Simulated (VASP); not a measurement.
VASP ran on this input.

**INCAR**
```
EDIFFG=-0.02   # ionic stop
EDIFF=1E-6
LREAL=.FALSE.
PREC=Accurate
ALGO=Normal
LMIXTAU=.TRUE.
ISMEAR=0   # Gaussian
SYSTEM=Si
LASPH=.TRUE.   # aspherical one-centre terms
LCHARG=.FALSE.
LWAVE=.FALSE.
NELM=100   # most electronic steps
METAGGA=R2SCAN
IBRION=2   # conjugate gradients
NSW=40   # most ionic steps
ENCUT=500
SIGMA=0.05   # width (eV)
ISIF=3
```

**POSCAR**
```
Si
1.0
  0.0000000000   2.7198060285   2.7198060285
  2.7198060285   0.0000000000   2.7198060285
  2.7198060285   2.7198060285   0.0000000000
Si
2
Cartesian
  0.0000000000   0.0000000000   0.0000000000
  1.3599030142   1.3599030142   1.3599030142
```

File KPOINTS:
```
Automatic mesh
0
Gamma
8 8 8
0 0 0
```

POTCAR, in this order: Si (PBE.64 set). Program: vasp_std.

Task: Write an equivalent input for Ansatz.

Result: One equivalent input (not run):
Ansatz 0.2 input:
```yaml
crystal:
  lattice:
    - [0.0000000, 2.7198060, 2.7198060]
    - [2.7198060, 0.0000000, 2.7198060]
    - [2.7198060, 2.7198060, 0.0000000]
  atoms:
    - { symbol: Si, position: [0.0000000, 0.0000000, 0.0000000] }
    - { symbol: Si, position: [0.2500000, 0.2500000, 0.2500000] }
kpoints:
  mp_grid: { grid: [8, 8, 8] }
hamiltonian:
  xc: r2scan
  pseudopotentials: { kind: paw }
scf:
  occupations: { method: gaussian, width: 0.05 }
  max_iter: 100
relax:
  max_steps: 40
  f_tol: 0.02
  cell: {}
output: { forces: true, stress: true, eigenvalues: true }
```
What does not carry over: each code has its own PAW files, so the cut-off isn't converted (ENCUT is set for VASP's; basis.ecutwfc is left out, and Ansatz then takes the one that its files recommend); Ansatz stops its SCF on the density residual and VASP on the energy change (EDIFF).

The compound is Si in the diamond structure. It was relaxed first.
